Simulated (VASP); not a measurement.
# CrB2 with PBEsol + U: from relaxation to properties, part 4 of 10

Wanted: the relaxed cell of CrB2 and its properties. The start is a cell from a database of measured crystal structures.

VASP 6.6.1, plane waves and PAW; the level of theory is named at each step.

Still holding for the runs below: A U on the itinerant d states of such a compound is hard to justify; it moves the bands at the Fermi level and favours large moments.

So far. Step 4 (Magnetic order: antiferromagnetic, q = (1/2, 1/2, 1/2)): The energy lies +13.1 meV an atom from the first pattern. The run ends antiferromagnetic with a largest moment of 2.55 μB, and the mesh shows no gap.

## Step 5: Magnetic order: antiferromagnetic, q = (1/2, 1/2, 0)

Level of this step: PBEsol, DFT+U (Cr d 3 eV), spin-polarised from an antiferromagnetic start; plane waves and PAW (Cr_pv, B) (VASP).

Next, a pattern with opposite moments, which needs a doubled cell; q is given in the reciprocal vectors of the primitive cell.

The input, INCAR:

```
SYSTEM = CrB2
PREC = Accurate
ENCUT = 420
EDIFF = 1E-06
NELM = 100
ISMEAR = 0
SIGMA = 0.05
LREAL = .FALSE.
ALGO = Normal
GGA = PS
NBANDS = 27
ISPIN = 2
MAGMOM = 3 -3 0 0 0 0
LDAU = .TRUE.
LDAUTYPE = 2
LDAUL = 2 -1
LDAUU = 3 0
LDAUJ = 0 0
LDAUPRINT = 1
LASPH = .TRUE.
LMAXMIX = 4
LORBIT = 11
LWAVE = .FALSE.
LCHARG = .FALSE.
KPAR = 8
ISIF = 2
```

The input, POSCAR:

```
CrB2
1.0
    5.9400000000      0.0000000000      0.0000000000
    1.4850000000      2.5720954492      0.0000000000
    0.0000000000      0.0000000000      3.0700000000
Cr B
2 4
Direct
    0.0000000000      0.0000000000      0.0000000000
    0.5000000000      0.0000000000      0.0000000000
    0.8333333333      0.6666666667      0.5000000000
    0.3333333333      0.6666666667      0.5000000000
    0.1666666667      0.3333333333      0.5000000000
    0.6666666667      0.3333333333      0.5000000000
```

The input, KPOINTS:

```
Automatic mesh
0
Gamma
9 9 7
0 0 0
```

PAW data sets: Cr_pv and B (PBE family, release 64).

On the command line:

```console
$ mpirun -np 8 vasp_std
```

Log:

```text
[... set-up lines as in an earlier step ...]
 entering main loop
       N       E                     dE             d eps       ncg     rms          rms(c)
DAV:   1     0.314944154865E+03    0.31494E+03   -0.16628E+04 10920   0.125E+03
DAV:   2    -0.352934204298E+02   -0.35024E+03   -0.33723E+03 10873   0.398E+02
DAV:   3    -0.551177982852E+02   -0.19824E+02   -0.19337E+02 13505   0.987E+01
DAV:   4    -0.555577050874E+02   -0.43991E+00   -0.43730E+00 13073   0.135E+01
DAV:   5    -0.555688067987E+02   -0.11102E-01   -0.11095E-01 14721   0.211E+00    0.345E+01
DAV:   6    -0.502004797687E+02    0.53683E+01   -0.13304E+02 12791   0.937E+01    0.271E+01
DAV:   7    -0.447590837919E+02    0.54414E+01   -0.44577E+01 12436   0.670E+01    0.846E+00
DAV:   8    -0.449111184208E+02   -0.15203E+00   -0.22370E+00 12680   0.969E+00    0.404E+00
DAV:   9    -0.450365824576E+02   -0.12546E+00   -0.64969E-01 14617   0.538E+00    0.213E+00
DAV:  10    -0.450474767737E+02   -0.10894E-01   -0.18061E-01 13426   0.323E+00    0.135E+00
DAV:  11    -0.450468101953E+02    0.66658E-03   -0.19350E-02 13514   0.119E+00    0.651E-01
DAV:  12    -0.450485979960E+02   -0.17878E-02   -0.83267E-03 14956   0.708E-01    0.252E-01
DAV:  14    -0.450490956216E+02   -0.95522E-04   -0.14081E-04 13657   0.902E-02    0.682E-02
DAV:  15    -0.450491447338E+02   -0.49112E-04   -0.52673E-05 13869   0.551E-02    0.254E-02
DAV:  16    -0.450491505535E+02   -0.58197E-05   -0.19177E-05 13699   0.300E-02    0.110E-02
DAV:  17    -0.450491514410E+02   -0.88755E-06   -0.25461E-06 10971   0.122E-02
   1 F= -.45049151E+02 E0= -.45048491E+02  d E =-.132158E-02  mag=     0.0000
```

It took 14 s on 8 MPI ranks of Intel Xeon 6975P-C (Granite Rapids), shared host; peak memory 2.1 GiB; 1.8 min of CPU time.

Parts of OUTCAR (step 5):

```text
   k-points           NKPTS =    100   k-points in BZ     NKDIM =    100   number of bands    NBANDS=     27

   ENCUT  =  420.0 eV  30.87 Ry    5.56 a.u.   9.93  4.96  5.13*2*pi/ulx,y,z

   NELECT =      36.0000    total number of electrons

atom =   1  type =  1  l = 2

 onsite density matrix

spin component  1

  0.7783 -0.0000 -0.0260 -0.0000 -0.0423
 -0.0000  0.5043  0.0000 -0.0250  0.0000
 -0.0260  0.0000  0.8871 -0.0000  0.0150
 -0.0000 -0.0250 -0.0000  0.5332  0.0000
 -0.0423  0.0000  0.0150  0.0000  0.7294

spin component  2

  0.1882  0.0000 -0.0226  0.0000 -0.0311
  0.0000  0.2572 -0.0000  0.0264 -0.0000
 -0.0226 -0.0000  0.0983  0.0000  0.0130
  0.0000  0.0264  0.0000  0.2267 -0.0000
 -0.0311 -0.0000  0.0130 -0.0000  0.1523

 occupancies and eigenvectors

  o =  0.0923  v =  0.0000  0.0000  0.0000  0.0000  0.0000 -0.1934 -0.0000 -0.9747  0.0000  0.1117      0.0000  0.0000  0.0000  0.0000  0.0000  0.0000  0.0000  0.0000  0.0000  0.0000
  o =  0.1343  v =  0.0000  0.0000  0.0000  0.0000  0.0000  0.5000  0.0000 -0.0000  0.0000  0.8660      0.0000  0.0000  0.0000  0.0000  0.0000  0.0000  0.0000  0.0000  0.0000  0.0000
  o =  0.2114  v =  0.0000  0.0000  0.0000  0.0000  0.0000 -0.0000  0.5000  0.0000 -0.8660  0.0000      0.0000  0.0000  0.0000  0.0000  0.0000  0.0000  0.0000  0.0000  0.0000  0.0000
  o =  0.2121  v =  0.0000  0.0000  0.0000  0.0000  0.0000  0.8442  0.0000 -0.2233 -0.0000 -0.4874      0.0000  0.0000  0.0000  0.0000  0.0000  0.0000  0.0000  0.0000  0.0000  0.0000
  o =  0.2725  v =  0.0000  0.0000  0.0000  0.0000  0.0000 -0.0000 -0.8660  0.0000 -0.5000  0.0000      0.0000  0.0000  0.0000  0.0000  0.0000  0.0000  0.0000  0.0000  0.0000  0.0000
  o =  0.4899  v = -0.0000 -0.8660  0.0000 -0.5000  0.0000  0.0000  0.0000  0.0000  0.0000  0.0000      0.0000  0.0000  0.0000  0.0000  0.0000  0.0000  0.0000  0.0000  0.0000  0.0000
  o =  0.5476  v = -0.0000 -0.5000  0.0000  0.8660  0.0000  0.0000  0.0000  0.0000  0.0000  0.0000      0.0000  0.0000  0.0000  0.0000  0.0000  0.0000  0.0000  0.0000  0.0000  0.0000
  o =  0.7050  v =  0.5000  0.0000  0.0000  0.0000  0.8660  0.0000  0.0000  0.0000  0.0000  0.0000      0.0000  0.0000  0.0000  0.0000  0.0000  0.0000  0.0000  0.0000  0.0000  0.0000
  o =  0.7932  v =  0.8250 -0.0000  0.3040 -0.0000 -0.4763  0.0000  0.0000  0.0000  0.0000  0.0000      0.0000  0.0000  0.0000  0.0000  0.0000  0.0000  0.0000  0.0000  0.0000  0.0000
  o =  0.8966  v = -0.2633  0.0000  0.9527  0.0000  0.1520  0.0000  0.0000  0.0000  0.0000  0.0000      0.0000  0.0000  0.0000  0.0000  0.0000  0.0000  0.0000  0.0000  0.0000  0.0000

atom =   2  type =  1  l = 2

 onsite density matrix

spin component  1

  0.1882 -0.0000 -0.0226 -0.0000 -0.0311
 -0.0000  0.2572  0.0000  0.0264 -0.0000
 -0.0226  0.0000  0.0983 -0.0000  0.0130
 -0.0000  0.0264 -0.0000  0.2267  0.0000
 -0.0311 -0.0000  0.0130  0.0000  0.1523

spin component  2

  0.7783 -0.0000 -0.0260  0.0000 -0.0423
 -0.0000  0.5043 -0.0000 -0.0250  0.0000
 -0.0260 -0.0000  0.8871  0.0000  0.0150
  0.0000 -0.0250  0.0000  0.5332  0.0000
 -0.0423  0.0000  0.0150  0.0000  0.7294

 occupancies and eigenvectors

  o =  0.0923  v = -0.1934  0.0000 -0.9747 -0.0000  0.1117  0.0000  0.0000  0.0000  0.0000  0.0000      0.0000  0.0000  0.0000  0.0000  0.0000  0.0000  0.0000  0.0000  0.0000  0.0000
  o =  0.1343  v = -0.5000 -0.0000  0.0000  0.0000 -0.8660  0.0000  0.0000  0.0000  0.0000  0.0000      0.0000  0.0000  0.0000  0.0000  0.0000  0.0000  0.0000  0.0000  0.0000  0.0000
  o =  0.2114  v =  0.0000 -0.5000 -0.0000  0.8660 -0.0000  0.0000  0.0000  0.0000  0.0000  0.0000      0.0000  0.0000  0.0000  0.0000  0.0000  0.0000  0.0000  0.0000  0.0000  0.0000
  o =  0.2121  v =  0.8442  0.0000 -0.2233 -0.0000 -0.4874  0.0000  0.0000  0.0000  0.0000  0.0000      0.0000  0.0000  0.0000  0.0000  0.0000  0.0000  0.0000  0.0000  0.0000  0.0000
  o =  0.2725  v =  0.0000 -0.8660 -0.0000 -0.5000 -0.0000  0.0000  0.0000  0.0000  0.0000  0.0000      0.0000  0.0000  0.0000  0.0000  0.0000  0.0000  0.0000  0.0000  0.0000  0.0000
  o =  0.4899  v =  0.0000  0.0000  0.0000  0.0000  0.0000 -0.0000 -0.8660 -0.0000 -0.5000  0.0000      0.0000  0.0000  0.0000  0.0000  0.0000  0.0000  0.0000  0.0000  0.0000  0.0000
  o =  0.5476  v =  0.0000  0.0000  0.0000  0.0000  0.0000 -0.0000 -0.5000 -0.0000  0.8660 -0.0000      0.0000  0.0000  0.0000  0.0000  0.0000  0.0000  0.0000  0.0000  0.0000  0.0000
  o =  0.7050  v =  0.0000  0.0000  0.0000  0.0000  0.0000  0.5000 -0.0000  0.0000  0.0000  0.8660      0.0000  0.0000  0.0000  0.0000  0.0000  0.0000  0.0000  0.0000  0.0000  0.0000
  o =  0.7932  v =  0.0000  0.0000  0.0000  0.0000  0.0000  0.8250 -0.0000  0.3040  0.0000 -0.4763      0.0000  0.0000  0.0000  0.0000  0.0000  0.0000  0.0000  0.0000  0.0000  0.0000
  o =  0.8966  v =  0.0000  0.0000  0.0000  0.0000  0.0000 -0.2633 -0.0000  0.9527  0.0000  0.1520      0.0000  0.0000  0.0000  0.0000  0.0000  0.0000  0.0000  0.0000  0.0000  0.0000

 E-fermi :  10.2077

 spin component 1
 k-point     1 :       0.0000    0.0000    0.0000
  band No.  band energies     occupation
    ...
     13       6.4460      1.00000
     14       6.5055      1.00000
     15       7.5494      1.00000
     16       8.2508      1.00000
     17       9.2778      1.00000
     18      10.6552      0.00000
     19      10.7135      0.00000
     20      11.5702      0.00000
     21      11.7241      0.00000
     22      13.5555      0.00000
    ...

 k-point     2 :       0.1111    0.0000    0.0000
  band No.  band energies     occupation
    ...
     13       6.3463      1.00000
     14       6.5690      1.00000
     15       7.5221      1.00000
     16       8.2677      1.00000
     17       9.2793      1.00000
     18      10.5716      0.00000
     19      10.8006      0.00000
     20      11.3683      0.00000
     21      11.7215      0.00000
     22      13.3973      0.00000
    ...

  Total        0.8423279      1.6964649      2.4272660      0.7397043     -0.0000000      0.0000000
  in kB       28.7726501     57.9486806     82.9117433     25.2671836     -0.0000000      0.0000000
  external PRESSURE =      56.5443580 kB  Pullay stress =       0.0000000 kB

 POSITION                                       TOTAL-FORCE (eV/Angst)
 -----------------------------------------------------------------------------------
      0.00000      0.00000      0.00000        -0.000000      0.000000     -0.000000
      2.97000      0.00000      0.00000         0.000000      0.000000     -0.000000
      5.94000      1.71473      1.53500         0.292019     -0.168597     -0.000000
      2.97000      1.71473      1.53500         0.292019     -0.168597      0.000000
      1.48500      0.85737      1.53500        -0.292019      0.168597      0.000000
      4.45500      0.85737      1.53500        -0.292019      0.168597      0.000000
 -----------------------------------------------------------------------------------
    total drift:                                0.000000      0.000000     -0.000000

  FREE ENERGIE OF THE ION-ELECTRON SYSTEM (eV)
  ---------------------------------------------------
  free  energy   TOTEN  =       -45.0491514410 eV

  energy  without entropy=      -45.0478298654  energy(sigma->0) =      -45.04849065

 magnetization (x)
# of ion       s       p       d       tot
------------------------------------------
    1        0.023   0.033   2.503   2.559
    2       -0.023  -0.033  -2.503  -2.559
    3       -0.004  -0.023   0.000  -0.026
    4        0.004   0.023   0.000   0.026
    5       -0.004  -0.023   0.000  -0.026
    6        0.004   0.023   0.000   0.026
--------------------------------------------------
tot          0.000   0.000  -0.000  -0.000

[... 1 part as in an earlier step ...]

[... 14 further parts left out ...]
```

At this level the cell is under a pressure of 5.7 GPa, so at these settings it is away from equilibrium.

Numbers from this step:

- irreducible k-points: 100
- free energy (TOTEN): -45.05 eV
- energy at zero smearing: -45.05 eV
- Fermi energy: 10.21 eV
- pressure: 5.654 GPa

Force by atom:

```csv
atom,x (eV/Å),y (eV/Å),z (eV/Å),size
Cr1,0.000,0.000,0.000,0.000
Cr2,0.000,0.000,0.000,0.000
B3,0.292,-0.169,0.000,0.337
B4,0.292,-0.169,0.000,0.337
B5,-0.292,0.169,0.000,0.337
B6,-0.292,0.169,0.000,0.337
```

The energy lies -4.9 meV an atom from the first pattern. The run ends antiferromagnetic with a largest moment of 2.56 μB, and the mesh shows no gap.

## Step 6: The orders side by side

This step: collinear orders at PBEsol, DFT+U (Cr d 3 eV); plane waves and PAW (VASP 6.6.1).

Derived from the runs above.

Patterns, by row:

```csv
start,atoms,energy less that of the first (meV/atom),largest site moment (μB),end state
ferromagnetic,3,0,2.43,ferromagnetic
"antiferromagnetic, q = (0, 0, 1/2)",6,-6.9,2.66,antiferromagnetic
"antiferromagnetic, q = (1/2, 1/2, 1/2)",6,13.1,2.55,antiferromagnetic
"antiferromagnetic, q = (1/2, 1/2, 0)",6,-4.9,2.56,antiferromagnetic
```

The session goes on in the lowest magnetic state found: antiferromagnetic, q = (0, 0, 1/2). The next one lies 2.0 meV an atom higher. Differences this small don't decide the order on unrelaxed cells.

(Continued in part 5 of 10.)

[Lines on the potential files, build, host, timing and source positions are cut from VASP's logs without a mark.]

[Logs are printed without paths, hosts, clocks, repeated set-up lines and the standing remarks that a program may print on its own settings, such as how far it seeks lower states.]

[Hosts, paths, dates, database ids (printed as entryN), source tags and the programs' standing remarks are cut or masked in the printed files.]

[A measured line is paired with the nearest computed mode of its activity, which favours agreement.]
